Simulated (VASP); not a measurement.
# Nb3B5 (P-62m) in VASP: further runs

The runs below take Nb3B5 through relaxation of cell and atoms, with PBE.

Program: VASP 6.6.1. These are calculated values, not measurements. Logs are shortened: lines on timing, memory, paths and dates and some standing lists are left out, and cuts for length are marked.

## Step 1: Starting point

The structure is hexagonal, space group P-62m (No. 189). The conventional cell has a = 5.812 Å, b = 5.812 Å, c = 3.565 Å, α = 90.00°, β = 90.00°, γ = 120.00°. Around Nb (site symmetry m2m) lie 10 B at 2.61 to 2.69 Å. B (site symmetry -6) is surrounded by 3 B at 1.98 Å. B (site symmetry m2m) has 2 B at 1.98 Å as nearest neighbours.

The cell was built by a generator and needn't be a form met in nature.

## Step 2: Relaxation of cell and atoms, PBE

INCAR reads:

```
SYSTEM = Nb3B5
ALGO = Fast ; EDIFF = 1E-4
EDIFFG = -0.08 ; ENCUT = 520
GGA = PE ; IBRION = 2
ISIF = 3 ; ISMEAR = 0
LASPH = .TRUE. ; LCHARG = .FALSE.
LREAL = .FALSE. ; LWAVE = .FALSE.
NELM = 60 ; NSW = 24
PREC = Normal ; SIGMA = 0.15
```

KPOINTS reads:

```
k-points
0
G
  4 4 5
  0 0 0
```

POSCAR reads:

```
Nb3B5
1.0
    5.8116764200      0.0000000000      0.0000000000
   -2.9058382100      5.0330594200      0.0000000000
    0.0000000000      0.0000000000      3.5653761200
Nb B
3 5
Direct
    0.0000000000      0.6640669700      0.0000000000
    0.3359330300      0.3359330300      0.0000000000
    0.6640669700      0.0000000000      0.0000000000
    0.6666666700      0.3333333300      0.5000000000
    0.3333333300      0.6666666700      0.5000000000
    0.0000000000      0.3177340000      0.5000000000
    0.3177340000      0.0000000000      0.5000000000
    0.6822660000      0.6822660000      0.5000000000
```

Potentials or basis: VASP PAW PBE potentials, release 64 (Nb_sv, B).

Started as:

```sh
$ cat potpaw_PBE.64/Nb_sv/POTCAR potpaw_PBE.64/B/POTCAR > POTCAR
$ mpirun -np 1 vasp_std > vasp.out
```

OUTCAR:

```text
SYSTEM = Nb3B5
   EDIFF = 1E-4
   EDIFFG = -0.08
   ENCUT = 520
   GGA = PE
   IBRION = 2
   ISIF = 3
   ISMEAR = 0
   LASPH = .TRUE.
   LREAL = .FALSE.
   NELM = 60
   NSW = 24
   PREC = Normal

 ion  position               nearest neighbor table
   1  0.000  0.664  0.000-   8 2.61   8 2.61   7 2.61   7 2.61
   2  0.336  0.336  0.000-   6 2.61   6 2.61   7 2.61   7 2.61
   3  0.664  0.000  0.000-   6 2.61   8 2.61   6 2.61   8 2.61
   4  0.667  0.333  0.500-   6 1.98   7 1.98   8 1.98
   5  0.333  0.667  0.500-   7 1.98   6 1.98   8 1.98
   6  0.000  0.318  0.500-   4 1.98   5 1.98   2 2.61   2 2.61   3 2.61   3 2.61
   7  0.318  0.000  0.500-   5 1.98   4 1.98   1 2.61   2 2.61   1 2.61   2 2.61
   8  0.682  0.682  0.500-   5 1.98   4 1.98   1 2.61   1 2.61   3 2.61   3 2.61

  LATTYP: Found a hexagonal cell.
 ALAT       =     5.8116764200
 C/A-ratio  =     0.6134849676

  Lattice vectors:

 A1 = (   5.8116764200,   0.0000000000,   0.0000000000)
 A2 = (  -2.9058382100,   5.0330594200,   0.0000000000)
 A3 = (   0.0000000000,   0.0000000000,   3.5653761200)

Analysis of symmetry for initial positions (statically):
=====================================================================
 Subroutine PRICEL returns:
 Original cell was already a primitive cell.

 Routine SETGRP: Setting up the symmetry group for a
 hexagonal supercell.

 Subroutine GETGRP returns: Found 12 space group operations
 (whereof 12 operations were pure point group operations)
 out of a pool of 24 trial point group operations.

The static configuration has the point symmetry D_3h.

Analysis of symmetry for dynamics (positions and initial velocities):
=====================================================================
 Subroutine PRICEL returns:
 Original cell was already a primitive cell.

 Routine SETGRP: Setting up the symmetry group for a
 hexagonal supercell.

 Subroutine GETGRP returns: Found 12 space group operations
 (whereof 12 operations were pure point group operations)
 out of a pool of 24 trial point group operations.

The dynamic configuration has the point symmetry D_3h.

 Subroutine INISYM returns: Found 12 space group operations
 (whereof 12 operations are pure point group operations),
 and found     1 'primitive' translations

----------------------------------------------------------------------------------------

                                     Primitive cell

  volume of cell :     104.2891

  direct lattice vectors                    reciprocal lattice vectors
     5.811676420  0.000000000  0.000000000     0.172067391  0.099343155  0.000000000
    -2.905838210  5.033059420  0.000000000     0.000000000  0.198686309  0.000000000
     0.000000000  0.000000000  3.565376120     0.000000000  0.000000000  0.280475318

  length of vectors
     5.811676420  5.811676421  3.565376120     0.198686309  0.198686309  0.280475318

  position of ions in fractional coordinates (direct lattice)
     0.000000000  0.664066970  0.000000000
     0.335933030  0.335933030  0.000000000
     0.664066970  0.000000000  0.000000000
     0.666666670  0.333333330  0.500000000
     0.333333330  0.666666670  0.500000000
     0.000000000  0.317734000  0.500000000
     0.317734000  0.000000000  0.500000000
     0.682266000  0.682266000  0.500000000

  ion indices of the primitive-cell ions
   primitive index   ion index
                 1           1
                 2           2
                 3           3
                 4           4
                 5           5
                 6           6
                 7           7
                 8           8

----------------------------------------------------------------------------------------

 KPOINTS: k-points

Automatic generation of k-mesh.
 Grid dimensions read from file:
 generate k-points for:    4    4    5

 Generating k-lattice:

  Cartesian coordinates                     Fractional coordinates (reciprocal lattice)
     0.043016848  0.024835789  0.000000000     0.250000000  0.000000000  0.000000000
     0.000000000  0.049671577  0.000000000     0.000000000  0.250000000  0.000000000
     0.000000000  0.000000000  0.056095064     0.000000000  0.000000000  0.200000000

  Length of vectors
     0.049671577  0.049671577  0.056095064

  Shift w.r.t. Gamma in fractional coordinates (k-lattice)
     0.000000000  0.000000000  0.000000000

 Subroutine IBZKPT returns following result:
 ===========================================

 Found     12 irreducible k-points:

 Following reciprocal coordinates:
            Coordinates               Weight
  0.000000  0.000000  0.000000      1.000000
  0.250000  0.000000  0.000000      6.000000
  0.500000  0.000000  0.000000      3.000000
  0.250000  0.250000  0.000000      6.000000
  0.000000  0.000000  0.200000      2.000000
  0.250000  0.000000  0.200000     12.000000
  0.500000  0.000000  0.200000      6.000000
  0.250000  0.250000  0.200000     12.000000
  0.000000  0.000000  0.400000      2.000000
  0.250000  0.000000  0.400000     12.000000
  0.500000  0.000000  0.400000      6.000000
  0.250000  0.250000  0.400000     12.000000
   k-points           NKPTS =     12   k-points in BZ     NKDIM =     12   number of bands    NBANDS=     32
   number of dos      NEDOS =    301   number of ions     NIONS =      8
   total plane-waves  NPLWV =  20480
   dimension x,y,z NGX =    32 NGY =   32 NGZ =   20
   dimension x,y,z NGXF=    64 NGYF=   64 NGZF=   40
   ions per type =               3   5
   NGX,Y,Z   is equivalent  to a cutoff of   9.15,  9.15,  9.33 a.u.
   NGXF,Y,Z  is equivalent  to a cutoff of  18.31, 18.31, 18.65 a.u.
 SYSTEM =  Nb3B5
   PREC   = normal    normal or accurate (medium, high low for compatibility)
   ISTART =      0    job   : 0-new  1-cont  2-samecut
   ICHARG =      2    charge: 1-file 2-atom 10-const
   ISPIN  =      1    spin polarized calculation?
   LNONCOLLINEAR =      F non collinear calculations
   LSORBIT =      F    spin-orbit coupling
   LASPH  =      T    aspherical Exc in radial PAW
   ENCUT  =  520.0 eV  38.22 Ry    6.18 a.u.  10.81 10.81  6.63*2*pi/ulx,y,z
   NELM   =     60;   NELMIN=  2; NELMDL= -5     # of ELM steps
   EDIFF  = 0.1E-03   stopping-criterion for ELM
   LREAL  =      F    real-space projection
   EDIFFG = -.8E-01   stopping-criterion for IOM
   NSW    =     24    number of steps for IOM
   IBRION =      2    ionic relax: 0-MD 1-quasi-New 2-CG
   NFREE  =      1    steps in history (QN), initial steepest desc. (CG)
   ISIF   =      3    stress and relaxation
   ISYM   =      2    0-nonsym 1-usesym 2-fastsym
   POTIM  = 0.5000    time-step for ionic-motion
   TEBEG  =    0.0;   TEEND  =   0.0 temperature during run
   PSTRESS=    0.0 pullay stress
   NELECT =      54.0000    total number of electrons
   NUPDOWN=      -1.0000    fix difference up-down
   EMIN   =  10.00;   EMAX   =-10.00  energy-range for DOS
   EFERMI =   0.00;   METHOD = LEGACY
   ISMEAR =     0;   SIGMA  =   0.15  broadening in eV -4-tet -1-fermi 0-gaus
   EFERMI_NEDOS =   21; number of points for ismear=-14 and -15
   IALGO  =     68    algorithm
   IMIX   =      4    mixing-type and parameters
     AMIX     =   0.40;   BMIX     =  1.00
     AMIX_MAG =   1.60;   BMIX_MAG =  1.00
  volume/ion in A,a.u.               =      13.04        87.97
  Fermi-wavevector in a.u.,A,eV,Ry     =   1.314599  2.484231 23.513170  1.728169
  Thomas-Fermi vector in A             =   2.444840
   LORBIT       =      0    0 simple, 1 ext, 2 COOP (PROOUT), +10 PAW based schemes
   GGA     = PE    functional components
   LHFCALC =     F    Hartree Fock is set to
   AEXX    =    0.0000 exact exchange contribution
   IVDW    =     0    specifies the selected vdW correction
   LEPSILON=     F    determine dielectric tensor
   LRPA    =     F    only Hartree local field effects (RPA)
 conjugate gradient relaxation of ions
 non-spin polarized calculation
 RMM-DIIS sequential band-by-band and
 Gauss-broadening in eV      SIGMA  =   0.15
  energy-cutoff  :      520.00
  volume of cell :      104.29
 maximum number of plane-waves:      2824
   NGX = 21   NGY = 21   NGZ = 13

--------------------------------------- Ionic step        1  -------------------------------------------

 number of electron      54.0000004 magnetization

 Free energy of the ion-electron system (eV)
  ---------------------------------------------------
  ext. energy  EPLUGINS =         0.00000000
  ---------------------------------------------------
  free energy    TOTEN  =       -65.87063073 eV

  energy without entropy =      -65.85535337  energy(sigma->0) =      -65.86299205

 E-fermi :   7.8830     XC(G=0): -11.6417

 val. band max:        7.7585757189   @ k =   0.2500   0.0000   0.4000
 cond. band min:       7.9372162866   @ k =   0.0000   0.0000   0.4000
 fundamental gap:      0.1786405677
 Fermi energy:         7.8829961725

 k-point     1 :       0.0000    0.0000    0.0000
  band No.  band energies     occupation
      1     -47.4705      2.00000
      2     -47.4377      2.00000
      3     -47.4377      2.00000
      4     -23.5710      2.00000
      5     -23.5141      2.00000
      6     -23.5141      2.00000
[... 528 lines left out ...]
  FREE ENERGIE OF THE ION-ELECTRON SYSTEM (eV)
  ---------------------------------------------------
  free  energy   TOTEN  =       -69.6840857983 eV

  energy  without entropy=      -69.6689849090  energy(sigma->0) =      -69.67653535

[... ionic steps 4 to 7 ...]

--------------------------------------- Ionic step        8  -------------------------------------------

 number of electron      53.9999997 magnetization

------------------------ aborting loop because EDIFF is reached ----------------------------------------

  FORCE on cell =-STRESS in cart. coord.  units (eV):
  Direction    XX          YY          ZZ          XY          YZ          ZX
  --------------------------------------------------------------------------------------
  -------------------------------------------------------------------------------------
  Total        0.6927264      0.6927264      1.4054412      0.0000000     -0.0000000      0.0000000
  in kB       13.7592216     13.7592217     27.9154594      0.0000000     -0.0000000      0.0000000
  external PRESSURE =      18.4779676 kB  Pullay stress =       0.0000000 kB
[... 69 lines left out ...]
  energy  without entropy=      -69.9155613697  energy(sigma->0) =      -69.92520358

--------------------------------------- Ionic step       10  -------------------------------------------

 number of electron      53.9999996 magnetization

 Free energy of the ion-electron system (eV)
  ---------------------------------------------------
  ext. energy  EPLUGINS =         0.00000000
  ---------------------------------------------------
  free energy    TOTEN  =       -69.94358058 eV

  energy without entropy =      -69.92356252  energy(sigma->0) =      -69.93357155

 E-fermi :  10.8066     XC(G=0): -12.7917

 val. band max:       10.7437277122   @ k =   0.5000   0.0000   0.4000
 cond. band min:      10.8569361170   @ k =   0.0000   0.0000   0.4000
 fundamental gap:      0.1132084048
 Fermi energy:        10.8066056556

 k-point     1 :       0.0000    0.0000    0.0000
  band No.  band energies     occupation
      1     -44.0793      2.00000
      2     -43.9876      2.00000
      3     -43.9876      2.00000
      4     -20.3605      2.00000
      5     -20.3356      2.00000
      6     -20.3356      2.00000
[... 444 lines left out ...]
  FREE ENERGIE OF THE ION-ELECTRON SYSTEM (eV)
  ---------------------------------------------------
  free  energy   TOTEN  =       -69.9435805754 eV

  energy  without entropy=      -69.9235625162  energy(sigma->0) =      -69.93357155

 reached required accuracy - stopping structural energy minimisation
```

Wall time 1.8 min (1 thread of Intel Xeon 6975P-C (Granite Rapids), shared host); peak memory 0.17 GiB.

What came out:

- Free energy: -69.9436 eV
- Relaxed volume: 10.17 Å³/atom
- Relaxed cell: a = 5.406 Å, b = 5.406 Å, c = 3.215 Å, α = 90.00°, β = 90.00°, γ = 120.00°
- Space group after relaxing (to 0.05 Å): P-62m (No. 189)
- Energy gained by relaxing: 509.1 meV/atom
- Ionic steps: 10
- Pressure after relaxing: -0.7 GPa
- Largest force after relaxing: 0.074 eV/Å
- Band gap on the k mesh: none (metal or under the smearing width)

Forces on the atoms (eV/Å):
```
Nb   0.037 -0.064  0.000
Nb   0.037  0.064  0.000
Nb  -0.074  0.000  0.000
B    0.000  0.000  0.000
B    0.000  0.000  0.000
B   -0.033  0.058  0.000
B    0.067  0.000  0.000
B   -0.033 -0.058  0.000
```

Stress tensor (GPa, compression positive):
```
-0.90  0.00  0.00
 0.00 -0.90  0.00
 0.00  0.00 -0.19
```

Step by step:
```tsv
step	energy change (eV)	largest force (eV/Å)	pressure (GPa)	volume (Å³)
1	0.0000	1.4247	-41.94	104.29
2	3.0172	2.2848	138.52	60.79
3	-3.8135	1.0391	-4.24	82.24
4	-3.8358	1.0029	-0.94	81.12
5	-3.8367	0.9805	1.34	80.52
6	-3.9826	0.6509	1.62	80.58
7	-4.0646	0.2007	1.82	80.65
8	-4.0669	0.1476	1.85	80.66
9	-4.0642	0.0094	-3.05	82.27
10	-4.0729	0.0740	-0.66	81.38
```

Final structure:
```
Nb B
1.0
     5.40603    0.00000    0.00000
    -2.70302    4.68176    0.00000
     0.00000    0.00000    3.21542
Nb B
3 5
Cartesian
  3.5828 3.1580 0.0000
  0.8798 1.5238 0.0000
  3.6465 0.0000 0.0000
  2.7030 1.5606 1.6077
  0.0000 3.1212 1.6077
  4.4764 1.6101 1.6077
  1.8592 0.0000 1.6077
  1.7734 3.0717 1.6077
```

Caveat: the volume moved by over 15 % at a fixed basis, so the end points are rough; the relaxation stopped at a loose force limit of 0.08 eV/Å, so its end isn't a converged minimum.

## Step 3: Relaxation of cell and atoms, PBE

This run uses another cell than the first one, of 10.51 Å³/atom, 0.806 times its volume.

INCAR is that of step 2.

KPOINTS reads:

```
k-points
0
G
  5 5 4
  0 0 0
```

POSCAR reads:

```
Nb3B5
1.0
    4.3471490400      0.0000000000      0.0000000000
   -2.1735745200      3.7647415000      0.0000000000
    0.0000000000      0.0000000000      5.1382745100
Nb B
3 5
Direct
    0.5000000000      0.0000000000      0.5000000000
    0.0000000000      0.5000000000      0.5000000000
    0.5000000000      0.5000000000      0.5000000000
    0.3333333300      0.6666666700      0.7066701600
    0.6666666700      0.3333333300      0.2933298400
    0.0000000000      0.0000000000      0.2149363600
    0.0000000000      0.0000000000      0.7850636400
    0.0000000000      0.0000000000      0.5000000000
```

Potentials or basis: VASP PAW PBE potentials, release 64 (Nb_sv, B).

Started as:

```sh
$ cat potpaw_PBE.64/Nb_sv/POTCAR potpaw_PBE.64/B/POTCAR > POTCAR
$ mpirun -np 1 vasp_std > vasp.out
```

Run time: 6.5 min. Hardware: 1 thread of Intel Xeon 6975P-C (Granite Rapids), shared host; peak memory 0.18 GiB.

The run converged. Its results:

```yaml
Free_energy: -58.1043 eV
Relaxed_volume: 12.97 Å³/atom
Relaxed_cell: a = 5.219 Å, b = 5.219 Å, c = 4.397 Å, α = 90.00°, β = 90.00°, γ = 120.00°
Space_group_after_relaxing_to_0.05_Å: P6/mmm (No. 191)
Energy_gained_by_relaxing: 4353.5 meV/atom
Ionic_steps: 22
Pressure_after_relaxing: 0.1 GPa
Largest_force_after_relaxing: 0.044 eV/Å
Band_gap_on_the_k_mesh: none (metal or under the smearing width)
```

Forces in eV/Å, atoms in the order of the input:
```
Nb   0.000  0.000  0.000
Nb   0.000  0.000  0.000
Nb   0.000  0.000  0.000
B    0.000  0.000 -0.044
B    0.000  0.000  0.044
B    0.000  0.000 -0.018
B    0.000  0.000  0.018
B    0.000  0.000  0.000
```

Stress tensor (GPa, compression positive):
```
 0.30  0.00  0.00
 0.00  0.30  0.00
 0.00  0.00 -0.36
```

Step by step:
```
step  energy change (eV)  largest force (eV/Å)  pressure (GPa)  volume (Å³)
   1              0.0000               24.0506          175.35        84.09
   2             58.5620                1.1549          -29.77       310.22
   3             19.3990                3.7896           19.40       225.60
   4            -10.7920                1.5724          -26.06       248.77
   5            -13.4973                1.7847          -25.70       233.62
   6            -14.2455                1.8502          -25.94       229.37
   7            -32.8374                1.4248           -2.03       112.26
   8            -32.8573                1.6455            0.21       110.56
   9            -33.5317                2.3728            4.48       107.41
  10            -33.5364                2.4309            5.13       107.04
  11            -33.9991                1.4501           -4.58       111.69
  12            -34.0234                1.1938           -6.85       113.13
  13            -34.5006                1.3922           -5.57       109.66
  14            -34.6908                3.0554           -3.10       106.57
  15            -34.6041                4.6916            2.74       102.20
  16            -34.8197                0.2257           -1.18       104.62
  17            -34.8254                0.1397           -0.11       103.82
  18            -34.8255                0.1418            0.06       103.70
  19            -34.8262                0.1717            0.21       103.60
  20            -34.8263                0.1272            0.24       103.62
  21            -34.8272                0.0901            0.02       103.66
  22            -34.8277                0.0441            0.08       103.72
```

Final structure:
```cif
data_structure
_symmetry_space_group_name_H-M 'P 1'
_symmetry_Int_Tables_number 1
_cell_length_a 5.2187
_cell_length_b 5.2187
_cell_length_c 4.3975
_cell_angle_alpha 90.000
_cell_angle_beta 90.000
_cell_angle_gamma 120.000
_cell_volume 103.72
loop_
_atom_site_label
_atom_site_type_symbol
_atom_site_fract_x
_atom_site_fract_y
_atom_site_fract_z
_atom_site_occupancy
Nb1 Nb 0.50000 0.00000 0.50000 1
Nb2 Nb 0.00000 0.50000 0.50000 1
Nb3 Nb 0.50000 0.50000 0.50000 1
B1 B 0.33333 0.66667 0.00173 1
B2 B 0.66667 0.33333 0.99827 1
B3 B 0.00000 0.00000 0.17047 1
B4 B 0.00000 0.00000 0.82953 1
B5 B 0.00000 0.00000 0.50000 1
```

Levels at points of the mesh, in eV from the Fermi level:
```tsv
k point	band 23	band 24	band 25	band 26	band 27	band 28	band 29	band 30	band 31	band 32
(0.00, 0.00, 0.00)	-2.97	-1.73	-1.73	-1.54	-1.54	-0.14	1.71	2.49	2.49	3.00
(0.00, 0.00, 0.50)	-1.96	-1.96	-1.74	-0.44	-0.44	0.57	1.91	2.10	2.12	2.13
```

Caveat: the volume moved by over 15 % at a fixed basis, so the end points are rough; the relaxation stopped at a loose force limit of 0.08 eV/Å, so its end isn't a converged minimum.

(Part 1 of 2 ends here.)
